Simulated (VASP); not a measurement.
## A VASP study of Pt (SCAN): structure first, properties next

What structure and properties does SCAN give Pt, and how near are they to the measured ones? The steps: first try, relaxing cell and atoms (SCAN), second relaxation, single point with fields (SCAN), bands along the symmetry lines (SCAN), density of states (SCAN) and bands along the symmetry lines (SCAN + SOC). Left out of this account: 1 further run (core levels: core levels are not valid at this level). The start is a cell from a database of measured crystal structures.

Method: SCAN; plane waves and PAW (Pt), in the first sound run; inputs show where later runs differ, in VASP 6.6.1.

**Measured values to reproduce.**

“Crystal structure of Nd10.67Pt4O24, a new neodymium platinate” (2024, arxiv:2412.16732) reports for Pt, fcc, by powder X-ray diffraction, Rietveld (Pt in the cooled residue of the platinate partly decomposed at about 960 C): lattice constant a (a, cubic cell) 3.9227 ± 0.0002 Å [Pt in a mixed-phase decomposition product after thermogravimetry; sample displacement …].

Most raw output is cut from this account.

### 1. Starting point

It takes space group Fm-3m (No. 225, cubic). Conventional cell: a = 3.922 Å, b = 3.922 Å, c = 3.922 Å, α = 90.00°, β = 90.00°, γ = 90.00°. Nearest to Pt lie 12 Pt at 2.77 Å.

Structure file:

```
Pt
1.0
     0.00000    1.96090    1.96090
     1.96090    0.00000    1.96090
     1.96090    1.96090    0.00000
Pt
1
Direct
  0.00000 0.00000 0.00000
```

### 2. First try

This run is made with a changed input; what comes of it follows.

INCAR reads:

```
SYSTEM = Pt
PREC = Accurate
ENCUT = 45
EDIFF = 1E-06
NELM = 84
ISMEAR = 1
SIGMA = 0.2
LREAL = .FALSE.
ALGO = Normal
METAGGA = SCAN
LASPH = .TRUE.
NBANDS = 11
LORBIT = 11
LWAVE = .FALSE.
LCHARG = .FALSE.
KPAR = 2
IBRION = 2
NSW = 30
ISIF = 3
EDIFFG = -0.01
```

POSCAR reads:

```
Pt
1.0
    0.0000000000      1.9609000000      1.9609000000
    1.9609000000      0.0000000000      1.9609000000
    1.9609000000      1.9609000000      0.0000000000
Pt
1
Direct
    0.0000000000      0.0000000000      0.0000000000
```

KPOINTS reads:

```
Automatic mesh
0
Gamma
12 12 12
0 0 0
```

The projector-augmented-wave data sets are Pt (PBE family, release 64).

On the command line:

```console
$ mpirun -np 2 vasp_std
```

Wall time 3.4 s (2 MPI ranks of Intel Xeon Platinum 8259CL at 2.50GHz (Skylake/Cascade Lake), shared host).

VASP stopped before it finished a first electronic cycle.

VASP's message: “EDDAV: Call to ZHEGV failed. Returncode = 13 2 16”. No number of this run is used.

The fault in the input: cutoff typed in rydberg (ENCUT = 45). ENCUT is in eV: 1 Ry is 13.6 eV.

### 3. Relaxing cell and atoms (SCAN)

Properties are meant for the cell that this level of theory prefers, so cell and atoms are relaxed first (ISIF = 3) until forces and stress are small; EDIFFG sets the threshold.

Edit INCAR of step 2 so:

```diff
@@ -2,5 +2,5 @@
 PREC = Accurate
-ENCUT = 45
+ENCUT = 400
 EDIFF = 1E-06
-NELM = 84
+NELM = 100
 ISMEAR = 1
@@ -17,3 +17,3 @@
 IBRION = 2
-NSW = 30
+NSW = 60
 ISIF = 3
```

POSCAR is that of step 2.

KPOINTS is that of step 2.

On the command line:

```console
$ mpirun -np 2 vasp_std
```

Wall time 65 s (2 MPI ranks); peak memory 0.24 GiB; 2.1 min of CPU time.

The PAW data sets were made with PBE, which is usual practice but a small mismatch for other functionals. The run keeps the 48 symmetry operations of its start, so it cannot find a distortion of lower symmetry.

Relaxation path:

```tsv
step	energy less that of the first step (eV)	largest force (eV/Å)	pressure (GPa)	volume (Å³)
1	0.0000	0.0000	-5.44	15.08
2	0.0404	0.0000	19.22	13.99
3	-0.0050	0.0000	-0.12	14.80
4	-0.0050	0.0000	-0.04	14.79
```

```tsv
conventional cell, symmetrised	before	after	change
a (Å)	3.922	3.897	-0.6 %
b (Å)	3.922	3.897	-0.6 %
c (Å)	3.922	3.897	-0.6 %
volume (Å³/atom)	15.08	14.79	-1.9 %
```

Final coordinates:

```xyz
1
Lattice="0.0000 1.9484 1.9484 1.9484 0.0000 1.9484 1.9484 1.9484 0.0000" Properties=species:S:1:pos:R:3 pbc="T T T"
Pt    0.0000    0.0000    0.0000
```

This step gave:

- electrons: 10
- bands: 11
- irreducible k-points: 72
- symmetry operations: 48
- free energy (TOTEN): -70.2543 eV
- energy at zero smearing: -70.2530 eV
- Fermi energy: 11.35 eV
- pressure: -0.04031 GPa
- metallic: yes
- SCF cycles over all ionic steps: 37

It ends with forces that vanish by symmetry and a pressure of -0.04 GPa. The volume lies -1.9 % from that of the database's start, which holds the thermal and zero-point expansion of its experiment.

### 4. Second relaxation

A relaxation keeps the plane waves of the cell it began with, so it is repeated from the new cell, on a basis made for it.

INCAR is that of step 3.

POSCAR reads:

```
Pt
1.0
    0.0000000000      1.9483562535      1.9483562535
    1.9483562535      0.0000000000      1.9483562535
    1.9483562535      1.9483562535      0.0000000000
Pt
1
Direct
    0.0000000000      0.0000000000      0.0000000000
```

KPOINTS is that of step 3.

On the command line:

```console
$ mpirun -np 2 vasp_std
```

The job ended after 21 s (2 MPI ranks; peak memory 0.23 GiB).

Little changed from the start: no atom moved by 0.005 Å and no cell edge by 0.1 %.

Numbers from this step:

- free energy (TOTEN): -70.2539 eV
- energy at zero smearing: -70.2526 eV
- Fermi energy: 11.34 eV
- pressure: -0.05195 GPa
- SCF cycles over all ionic steps: 13

It ends with forces that vanish by symmetry and a pressure of -0.05 GPa. The volume moved by under 0.01 %: the run met its threshold at the first step.

### 5. Single point with fields (SCAN)

The relaxed cell gets a fresh self-consistent run, on a basis set for its own volume, to fix the density and to check the remaining stress.

Edit INCAR of step 4 so:

```diff
@@ -14,7 +14,5 @@
 LWAVE = .FALSE.
-LCHARG = .FALSE.
-KPAR = 2
-IBRION = 2
-NSW = 60
-ISIF = 3
-EDIFFG = -0.01
+LCHARG = .TRUE.
+ISIF = 2
+LELF = .TRUE.
+LVHAR = .TRUE.
```

POSCAR is that of step 4.

KPOINTS is that of step 4.

On the command line:

```console
$ mpirun -np 2 vasp_std
```

Run time: 25 s. Hardware: 2 MPI ranks; peak memory 0.21 GiB; 48 s of CPU time.

Numbers from this step:

- SCF cycles: 13
- bands: 12
- pressure: -0.05283 GPa

Valence electrons inside each PAW sphere by angular momentum. Sphere charges, by row:

```tsv
atom	s (e)	p (e)	d (e)	tot (e)
Pt1	0.572	0.583	8.051	9.205
```

Electrostatic potential energy in the ac plane of the conventional cell at fractional y = 0.000, with atoms of Pt within 0.2 Å of it. With pseudopotentials it is smooth inside the atoms' cores, unlike the true potential.

Ten even steps from '_' (-70 eV) to '@' (3 eV), each cell a mean:
```
____--**@@@@@@@@@@@@%%++::__
..::==##@@@@@@@@@@@@@@**--::
==++##@@@@@@@@@@@@@@@@%%**++
%%%%@@@@@@##****##%%@@@@@@%%
@@@@@@@@##==--::--++%%@@@@@@
@@@@@@%%++::____..--##@@@@@@
@@@@@@%%==..______::**@@@@@@
@@@@@@%%++::______--**@@@@@@
@@@@@@@@**--::..::==##@@@@@@
@@@@@@@@%%**++==++##@@@@@@@@
**##%%@@@@@@%%%%%%@@@@@@##**
::--++%%@@@@@@@@@@@@@@##==--
__..--##@@@@@@@@@@@@%%++::__
____::**@@@@@@@@@@@@%%==..__
```
Columns run along a (3.9 Å; values clipped at the 3rd and 97th percentile), rows up along c (3.9 Å), edges of the conventional cell, whose origin can differ from the input's. Atoms in or near the plane, at fractional coordinates: Pt at (0.00, 0.00), Pt at (0.50, 0.50).

Valence density in the ac plane of the conventional cell at fractional y = 0.000, with atoms of Pt within 0.2 Å of it. It is the smooth field of the valence electrons, not physical close to the nuclei.

Ten even steps from '0' (0.1 e/Å³) to '9' (3.6 e/Å³), each cell a mean:
```
87420000001358
65310000000245
32100000000123
11000122210001
00001345421000
00012577642000
00013689752000
00013588742000
00002456531000
00001233210000
22100011100012
54210000000134
76420000001257
97520000001368
```
Columns run along a (3.9 Å), rows up along c (3.9 Å), edges of the conventional cell, whose origin can differ from the input's. Atoms in or near the plane, at fractional coordinates: Pt at (0.00, 0.00), Pt at (0.50, 0.50).

ELF in the ac plane of the conventional cell at fractional y = 0.000, with atoms of Pt within 0.2 Å of it. It is the smooth field of the valence electrons, not physical close to the nuclei.

Values, 14 rows by 14 columns, each cell a mean:
```
0.01 0.04 0.18 0.35 0.28 0.19 0.14 0.13 0.16 0.22 0.33 0.29 0.11 0.02
0.09 0.14 0.27 0.34 0.28 0.22 0.19 0.19 0.20 0.24 0.31 0.32 0.20 0.11
0.29 0.31 0.34 0.33 0.30 0.28 0.28 0.29 0.28 0.29 0.31 0.34 0.32 0.29
0.34 0.32 0.31 0.32 0.33 0.34 0.35 0.35 0.34 0.34 0.33 0.31 0.31 0.33
0.22 0.23 0.25 0.31 0.34 0.27 0.18 0.17 0.20 0.29 0.34 0.29 0.24 0.22
0.15 0.17 0.23 0.32 0.31 0.14 0.04 0.03 0.06 0.20 0.34 0.28 0.20 0.16
0.11 0.15 0.22 0.34 0.29 0.09 0.01 0.06 0.03 0.17 0.35 0.29 0.19 0.13
0.13 0.16 0.22 0.33 0.29 0.11 0.02 0.01 0.04 0.18 0.35 0.28 0.19 0.14
0.19 0.20 0.24 0.31 0.32 0.20 0.11 0.09 0.14 0.27 0.34 0.28 0.22 0.19
0.29 0.28 0.29 0.31 0.34 0.32 0.29 0.29 0.31 0.34 0.33 0.30 0.28 0.28
0.35 0.34 0.34 0.33 0.31 0.31 0.33 0.34 0.32 0.31 0.32 0.33 0.34 0.35
0.17 0.20 0.29 0.34 0.29 0.24 0.22 0.22 0.23 0.25 0.31 0.34 0.27 0.18
0.03 0.06 0.20 0.34 0.28 0.20 0.16 0.15 0.17 0.23 0.32 0.31 0.14 0.04
0.06 0.03 0.17 0.35 0.29 0.19 0.13 0.11 0.15 0.22 0.34 0.29 0.09 0.01
```
Columns run along a (3.9 Å), rows up along c (3.9 Å), edges of the conventional cell, whose origin can differ from the input's. Atoms in or near the plane, at fractional coordinates: Pt at (0.00, 0.00), Pt at (0.50, 0.50).

In this run the pressure is -0.05 GPa, small enough to go on.

### 6. Bands along the symmetry lines (SCAN)

Levels along the symmetry lines show where the bands peak and cross; KPOINTS_OPT computes them in the converged potential.

INCAR reads:

```
SYSTEM = Pt
PREC = Accurate
ENCUT = 400
EDIFF = 1E-06
NELM = 100
ISMEAR = 1
SIGMA = 0.2
LREAL = .FALSE.
ALGO = Normal
METAGGA = SCAN
LASPH = .TRUE.
NBANDS = 16
LORBIT = 11
LWAVE = .FALSE.
LCHARG = .FALSE.
KPAR = 2
```

POSCAR is that of step 5.

KPOINTS is that of step 5.

KPOINTS_OPT reads:

```
Line mode
16
Line-mode
Reciprocal
  0.00000000   0.00000000   0.00000000 GAMMA
  0.50000000   0.00000000   0.50000000 X

  0.50000000   0.00000000   0.50000000 X
  0.50000000   0.25000000   0.75000000 W

  0.50000000   0.25000000   0.75000000 W
  0.37500000   0.37500000   0.75000000 K

  0.37500000   0.37500000   0.75000000 K
  0.00000000   0.00000000   0.00000000 GAMMA

  0.00000000   0.00000000   0.00000000 GAMMA
  0.50000000   0.50000000   0.50000000 L

  0.50000000   0.50000000   0.50000000 L
  0.62500000   0.25000000   0.62500000 U

  0.62500000   0.25000000   0.62500000 U
  0.50000000   0.25000000   0.75000000 W

  0.50000000   0.25000000   0.75000000 W
  0.50000000   0.50000000   0.50000000 L

  0.50000000   0.50000000   0.50000000 L
  0.37500000   0.37500000   0.75000000 K

  0.62500000   0.25000000   0.62500000 U
  0.50000000   0.00000000   0.50000000 X
```

On the command line:

```console
$ mpirun -np 2 vasp_std
```

The job ended after 51 s (2 MPI ranks; peak memory 0.25 GiB).

Spin-orbit coupling is off here; with elements this heavy it splits and shifts levels by tenths of an eV or more.

Numbers from this step:

- SCF cycles: 14
- bands: 16
- Fermi energy: 11.35 eV
- pressure: -0.07106 GPa

Electronic bands along the path, in eV, zero at the Fermi level; # counts the bands kept:

```tsv
point	#2	#3	#4	#5	#6	#7
Γ	-4.13	-4.13	-4.13	-1.88	-1.88	15.16
0.47 of the way	-5.70	-3.36	-2.56	-2.55	-1.14	18.39
X	-7.20	-0.10	0.58	0.58	1.52	9.03
0.53 of the way	-6.56	-2.58	-1.16	0.58	5.17	7.64
W	-4.99	-4.99	-2.31	0.59	7.06	8.53
0.47 of the way	-5.79	-3.92	-1.95	0.30	6.30	7.40
K	-5.95	-3.18	-1.54	-0.16	5.65	6.98
0.47 of the way	-5.18	-4.12	-2.92	-2.61	0.36	13.23
Γ	-4.13	-4.13	-4.13	-1.88	-1.88	15.16
0.47 of the way	-4.59	-3.73	-3.73	-1.76	-1.76	14.52
L	-4.24	-4.24	-0.71	0.03	0.03	5.99
0.47 of the way	-4.92	-3.42	-3.28	-0.15	3.52	5.67
U	-5.95	-3.18	-1.54	-0.16	5.65	6.98
0.47 of the way	-5.83	-3.78	-1.87	0.22	6.16	7.30
W	-4.99	-4.99	-2.31	0.59	7.06	8.53
0.47 of the way	-5.35	-3.95	-2.85	-0.23	4.90	5.55
L	-4.24	-4.24	-0.71	0.03	0.03	5.99
0.53 of the way	-5.06	-3.56	-3.19	-0.19	4.04	5.66
K	-5.95	-3.18	-1.54	-0.16	5.65	6.98
jump to U	-5.95	-3.18	-1.54	-0.16	5.65	6.98
0.47 of the way	-6.85	-1.49	-0.62	0.36	4.08	7.74
X	-7.20	-0.10	0.58	0.58	1.52	9.03
```

There is no gap at this level.

### 7. Density of states (SCAN)

Here the states are counted by energy and projected on the atoms. The mesh is finer than in the run before.

Edit INCAR of step 6 so:

```diff
@@ -5,3 +5,3 @@
 NELM = 100
-ISMEAR = 1
+ISMEAR = -5
 SIGMA = 0.2
@@ -16 +16,2 @@
 KPAR = 2
+NEDOS = 2001
```

POSCAR is that of step 6.

KPOINTS reads:

```
Automatic mesh
0
Gamma
17 17 17
0 0 0
```

On the command line:

```console
$ mpirun -np 2 vasp_std
```

The job ended after 65 s (2 MPI ranks; peak memory 0.26 GiB; 2.1 min of CPU time).

With tetrahedra the forces and stress of a metal are not exact derivatives of the energy.

This step gave:

```
SCF cycles             : 15
irreducible k-points   : 165
free energy (TOTEN)    : -70.2523 eV
Fermi energy           : 11.31 eV
pressure               : -0.1124 GPa
DOS at the Fermi level : 2.016 states/eV/cell
```

The density of states has structure finer than the step of the table below, so its rows give means over 0.5 eV, whole bins alone (the curve runs from -12.0 to 7.98 eV). Peaks (eV: height): total -3.94: 2.38, -3.67: 2.54, -2.18: 1.68, 0.00: 2.02; Pt d -3.94: 1.93, -3.67: 2.27, -2.18: 1.48, 0.00: 1.93; Pt p -5.43: 0.125, -3.94: 0.211, -3.03: 0.135, 3.46: 0.066; Pt s -7.35: 0.206, -3.94: 0.0582, 5.24: 0.0841, 6.09: 0.171.

States under -12.0 eV and over 8.0 eV are left out. The density of states by energy, zero at the Fermi level; means over each step; values in states/eV/cell:

```tsv
energy (eV)	total	Pt d	Pt p	Pt s
-11.5	0	0	0	0
-11.0	0.0205	0	3.2e-4	0.0143
-10.5	0.0506	2.7e-4	0.00192	0.0340
-10.0	0.0727	0.00128	0.00447	0.0467
-9.5	0.0967	0.00376	0.00783	0.0587
-9.0	0.127	0.00961	0.0123	0.0718
-8.5	0.178	0.0260	0.0186	0.0898
-8.0	0.383	0.140	0.0291	0.143
-7.5	0.703	0.370	0.0444	0.180
-7.0	1.17	0.793	0.0593	0.175
-6.5	1.22	0.941	0.0589	0.103
-6.0	0.980	0.798	0.0592	0.0364
-5.5	1.08	0.885	0.0872	0.0108
-5.0	1.26	1.06	0.0821	0.0150
-4.5	1.48	1.23	0.109	0.0279
-4.0	1.89	1.55	0.156	0.0431
-3.5	1.53	1.32	0.0928	0.0243
-3.0	1.16	0.964	0.0994	0.0168
-2.5	1.23	1.07	0.0737	0.0130
-2.0	1.29	1.14	0.0624	0.0161
-1.5	1.02	0.915	0.0435	0.00899
-1.0	0.995	0.915	0.0313	0.00773
-0.5	1.18	1.11	0.0249	0.00756
0.0	1.59	1.51	0.0242	0.0115
0.5	0.667	0.603	0.0270	0.0143
1.0	0.267	0.195	0.0345	0.0177
1.5	0.269	0.178	0.0443	0.0221
2.0	0.272	0.164	0.0541	0.0261
2.5	0.269	0.149	0.0594	0.0299
3.0	0.265	0.135	0.0631	0.0340
3.5	0.257	0.118	0.0654	0.0380
4.0	0.245	0.103	0.0633	0.0423
4.5	0.240	0.0895	0.0607	0.0502
5.0	0.237	0.0781	0.0540	0.0619
5.5	0.196	0.0552	0.0387	0.0630
6.0	0.327	0.105	0.0433	0.121
6.5	0.283	0.0855	0.0563	0.0881
7.0	0.305	0.0834	0.0859	0.0741
7.5	0.331	0.0822	0.0965	0.0821
```

The finer mesh and the other smearing move the Fermi level by -0.04 eV from the 12×12×12 run, a small shift, which tests the Fermi level alone. Of the states within 0.3 eV of the Fermi level, the largest shares in the PAW spheres are Pt d 95 %. The rest lies in smaller channels or between the spheres.

### 8. Bands along the symmetry lines (SCAN + SOC)

This step: SCAN, spin-orbit coupling; plane waves and PAW (Pt) (VASP 6.6.1).

Levels along the symmetry lines show where the bands peak and cross; KPOINTS_OPT computes them in the converged potential. Spin-orbit coupling needs spinors and the noncollinear program, where each band holds one electron.

INCAR reads:

```
SYSTEM = Pt
PREC = Accurate
ENCUT = 400
EDIFF = 1E-06
NELM = 100
ISMEAR = 1
SIGMA = 0.2
LREAL = .FALSE.
ALGO = Normal
METAGGA = SCAN
LASPH = .TRUE.
LNONCOLLINEAR = .TRUE.
MAGMOM = 0 0 0
NBANDS = 22
GGA_COMPAT = .FALSE.
LSORBIT = .TRUE.
LMAXMIX = 4
LORBIT = 11
LWAVE = .FALSE.
LCHARG = .FALSE.
KPAR = 2
```

POSCAR is that of step 7.

KPOINTS reads:

```
Automatic mesh
0
Gamma
9 9 9
0 0 0
```

KPOINTS_OPT is that of step 6.

On the command line:

```console
$ mpirun -np 2 vasp_ncl
```

Wall time 2.7 min (2 MPI ranks); peak memory 0.31 GiB.

The k-mesh is coarse for a metal.

Numbers from this step:

| Quantity | Value |
| --- | --- |
| SCF cycles | 13 |
| bands | 22 |
| irreducible k-points | 35 |
| free energy (TOTEN) | -70.6505 eV |
| energy at zero smearing | -70.6506 eV |
| Fermi energy | 11.34 eV |
| pressure | -0.02669 GPa |

On-site spin-orbit energy by atom:

```tsv
atom	on-site spin-orbit energy (eV)
Pt1	-0.738
```

Electronic bands along the path, in eV, zero at the Fermi level; # counts the bands kept:

```tsv
point	#7	#8	#9	#10	#11	#12	#13	#14
Γ	-3.62	-3.62	-1.70	-1.70	-1.70	-1.70	15.18	15.18
0.47 of the way	-2.39	-2.39	-2.33	-2.33	-0.96	-0.96	17.35	17.35
X	0.22	0.22	1.15	1.15	1.34	1.34	9.06	9.06
0.53 of the way	-1.10	-1.10	0.66	0.66	5.00	5.00	7.70	7.70
W	-2.21	-2.21	0.62	0.62	7.05	7.05	7.79	7.79
0.47 of the way	-1.87	-1.87	0.34	0.34	6.21	6.21	7.33	7.33
K	-1.54	-1.54	-0.06	-0.06	5.58	5.58	6.94	6.94
0.47 of the way	-2.88	-2.88	-2.38	-2.38	0.47	0.47	13.09	13.09
Γ	-3.62	-3.62	-1.70	-1.70	-1.70	-1.70	15.18	15.18
0.47 of the way	-3.21	-3.21	-1.91	-1.91	-1.34	-1.34	14.44	14.44
L	-0.82	-0.82	-0.26	-0.26	0.38	0.38	6.05	6.05
0.47 of the way	-3.03	-3.03	-0.12	-0.12	3.49	3.49	5.72	5.72
U	-1.54	-1.54	-0.06	-0.06	5.58	5.58	6.94	6.94
0.47 of the way	-1.80	-1.80	0.27	0.27	6.08	6.08	7.24	7.24
W	-2.21	-2.21	0.62	0.62	7.05	7.05	7.79	7.79
0.47 of the way	-2.72	-2.72	-0.20	-0.20	4.87	4.87	5.59	5.59
L	-0.82	-0.82	-0.26	-0.26	0.38	0.38	6.05	6.05
0.53 of the way	-2.97	-2.97	-0.15	-0.15	4.02	4.02	5.70	5.70
K	-1.54	-1.54	-0.06	-0.06	5.58	5.58	6.94	6.94
jump to U	-1.54	-1.54	-0.06	-0.06	5.58	5.58	6.94	6.94
0.47 of the way	-0.64	-0.64	0.52	0.52	3.95	3.95	7.79	7.79
X	0.22	0.22	1.15	1.15	1.34	1.34	9.06	9.06
```

There is no gap at this level.

Of the bands kept, 6 cross the Fermi level on this path (spinor bands, one electron each).

### 9. What came out

| Item | Value |
| --- | --- |
| relaxed volume | 14.79 Å³/atom |
| relaxed conventional cell a, b, c | 3.897, 3.897, 3.897 Å |
| space group after relaxing, within 0.02 Å | Fm-3m (No. 225) |
| band gap | none, a metal |
| DOS at the Fermi level | 2.02 states/eV/cell |
| band gap (SCAN + SOC) | none, a metal |

**Reading.** With SCAN, Pt relaxes to 14.79 Å³/atom in space group Fm-3m (held by the symmetry of the run) and comes out as a metal. Against the listed cell the volume lies -1.9 %. Bands along the symmetry lines (SCAN): Of the bands kept, 3 cross the Fermi level on this path. Bands along the symmetry lines (SCAN + SOC): Of the bands kept, 6 cross the Fermi level on this path (spinor bands, one electron each). No search among competing phases was made. All values are for a static lattice at zero temperature.

Computed beside measured:

| quantity | measured | SCAN |
| --- | --- | --- |
| lattice constant a (Å) | 3.9227 | 3.897 (-0.7 %) |

Measured values from arxiv:2412.16732 (2024).

Verdict: The lattice constant a is off by -0.7 %: good agreement. The grades are ours: good and fair within 0.7 and 1.5 % for the lattice constant a. For lattice constants the calculation has a static lattice, without zero-point motion or thermal expansion.

[Lines on the potential files, build, host, timing and source positions are cut from VASP's logs without a mark.]

[Logs are printed without paths, hosts, clocks, repeated set-up lines and the standing remarks that a program may print on its own settings, such as how far it seeks lower states.]

[Hosts, paths, dates, database ids (printed as entryN), source tags and the programs' standing remarks are cut or masked in the printed files.]

[A measured line is paired with the nearest computed mode of its activity, which favours agreement.]
